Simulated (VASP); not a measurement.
Level of theory: rev-vdW-DF2, VASP's PBE PAW potentials (set 64) (plane waves; VASP).

VASP input:

**KPOINTS**
```
k-points along high-symmetry lines
15
Line-mode
Reciprocal
  0.000000   0.000000   0.000000 ! GAMMA
  0.000000   0.500000   0.000000 ! X

  0.000000   0.500000   0.000000 ! X
  0.500000   0.500000   0.000000 ! M

  0.500000   0.500000   0.000000 ! M
  0.000000   0.000000   0.000000 ! GAMMA

  0.000000   0.000000   0.000000 ! GAMMA
  0.500000   0.500000   0.500000 ! R

  0.500000   0.500000   0.500000 ! R
  0.000000   0.500000   0.000000 ! X

  0.500000   0.500000   0.500000 ! R
  0.500000   0.500000   0.000000 ! M
```

INCAR:
```
# general
SYSTEM  =PdIn
PREC    =Accurate
ENCUT   =520
LREAL   =.FALSE.
LASPH   =.TRUE.
ICHARG  =11

# electronic loop
EDIFF   =1E-7
NELM    =100
ALGO    =Normal
LMAXMIX =4

# smearing
ISMEAR  =0
SIGMA   =0.05

# functional
GGA     =MK
LUSE_VDW=.TRUE.
AGGAC   =0.0
PARAM1  =0.1234568
PARAM2  =0.7114
ZAB_VDW =-1.8867

# output
LWAVE   =.FALSE.
LCHARG  =.FALSE.
LORBIT  =11
```

### POSCAR
```
PdIn
1
    3.2823877650     0.0000000000     0.0000000000
    0.0000000000     3.2823877650     0.0000000000
    0.0000000000     0.0000000000     3.2823877650
In Pd
1 1
Direct
  0.5000000000   0.5000000000   0.5000000000
  0.0000000000   0.0000000000   0.0000000000
```

POTCAR, in this order: In_d Pd (PBE.64 set). Program: vasp_std. Read from the step before: CHGCAR.

Output

### OUTCAR
```
 ion  position               nearest neighbor table
   1  0.500  0.500  0.500-   2 2.84   2 2.84   2 2.84   2 2.84   2 2.84   2 2.84   2 2.84   2 2.84
  LATTYP: Found a simple cubic cell.
 ALAT       =     3.2823877650
 Subroutine PRICEL returns:
 Original cell was already a primitive cell.
 Subroutine GETGRP returns: Found 48 space group operations
The static configuration has the point symmetry O_h .
The dynamic configuration has the point symmetry O_h .
 Subroutine INISYM returns: Found 48 space group operations
   k-points           NKPTS =     90   k-points in BZ     NKDIM =     90   number of bands    NBANDS=     15
   number of dos      NEDOS =    301   number of ions     NIONS =      2
   total plane-waves  NPLWV =  13824
   dimension x,y,z NGX =    24 NGY =   24 NGZ =   24
   dimension x,y,z NGXF=    48 NGYF=   48 NGZF=   48
   ions per type =               1   1
   PREC   = accura    normal or accurate (medium, high low for compatibility)
   ISTART =      0    job   : 0-new  1-cont  2-samecut
   ICHARG =     11    charge: 1-file 2-atom 10-const
   ISPIN  =      1    spin polarized calculation?
   LNONCOLLINEAR =      F non collinear calculations
   LSORBIT =      F    spin-orbit coupling
   INIWAV =      1    electr: 0-lowe 1-rand  2-diag
   ENCUT  =  520.0 eV  38.22 Ry    6.18 a.u.   6.10  6.10  6.10*2*pi/ulx,y,z
   NELM   =    100;   NELMIN=  2; NELMDL= -5     # of ELM steps
...
```

### OSZICAR
```
       N       E                     dE             d eps       ncg     rms          rms(c)
DAV:   1     0.171228327045E+03    0.17123E+03   -0.11573E+04  2730   0.200E+03
DAV:   2     0.574156336544E+01   -0.16549E+03   -0.16030E+03  2805   0.410E+02
DAV:   3    -0.253814625184E+01   -0.82797E+01   -0.81965E+01  3464   0.961E+01
DAV:   4    -0.268216858935E+01   -0.14402E+00   -0.14397E+00  3364   0.123E+01
DAV:   5    -0.268851089175E+01   -0.63423E-02   -0.63422E-02  4092   0.225E+00
DAV:   6    -0.268866133869E+01   -0.15045E-03   -0.15045E-03  3541   0.268E-01
DAV:   7    -0.268866296236E+01   -0.16237E-05   -0.16232E-05  4079   0.331E-02
DAV:   8    -0.268866297976E+01   -0.17398E-07   -0.17806E-07  3043   0.327E-03
   1 F= -.26886630E+01 E0= -.26883458E+01  d E =-.634409E-03
```

File OUTCAR:
```
 val. band max:       10.6457037779   @ k =   0.5000   0.5000   0.3214

 cond. band min:      10.6627978669   @ k =   0.0000   0.2500   0.0000



 k-point     1 :       0.0000    0.0000    0.0000
  band No.  band energies     occupation
      1      -4.6940      2.00000
      2      -4.6940      2.00000
      3      -4.2969      2.00000
      4      -4.2969      2.00000
      5      -4.2969      2.00000
      6       0.2257      2.00000
      7       6.4509      2.00000
      8       6.4509      2.00000
      9       7.9598      2.00000
     10       7.9598      2.00000
     11       7.9598      2.00000
     12      14.3997      0.00000
     13      14.3997      0.00000
     14      14.3997      0.00000
     15      19.3698      0.00000

 k-point     2 :       0.0000    0.0357    0.0000
  band No.  band energies     occupation
      1      -4.6933      2.00000
      2      -4.6896      2.00000
      3      -4.2982      2.00000
      4      -4.2982      2.00000
      5      -4.2965      2.00000
      6       0.2458      2.00000
      7       6.4512      2.00000
      8       6.4548      2.00000
      9       7.9442      2.00000
     10       7.9442      2.00000
     11       7.9589      2.00000
     12      14.2377      0.00000
     13      14.4403      0.00000
     14      14.4403      0.00000
     15      19.4680      0.00000

 k-point     3 :       0.0000    0.0714    0.0000
  band No.  band energies     occupation
      1      -4.6912      2.00000
      2      -4.6769      2.00000
      3      -4.3021      2.00000
      4      -4.3021      2.00000
      5      -4.2953      2.00000
      6       0.3061      2.00000
      7       6.4518      2.00000
      8       6.4655      2.00000
      9       7.8991      2.00000
     10       7.8991      2.00000
     11       7.9562      2.00000
     12      13.8091      0.00000
     13      14.5608      0.00000
     14      14.5608      0.00000
     15      19.6684      0.00000

...
```

The density is held fixed in this step, so its total energy and stress have no physical meaning. Unless said otherwise, spin-orbit coupling is left out, though it shifts the bands of the heavy elements here.

The compound is PdIn in the CsCl type structure. It was relaxed first. The electron count is odd and the run is not spin-polarised, which forces a metal.
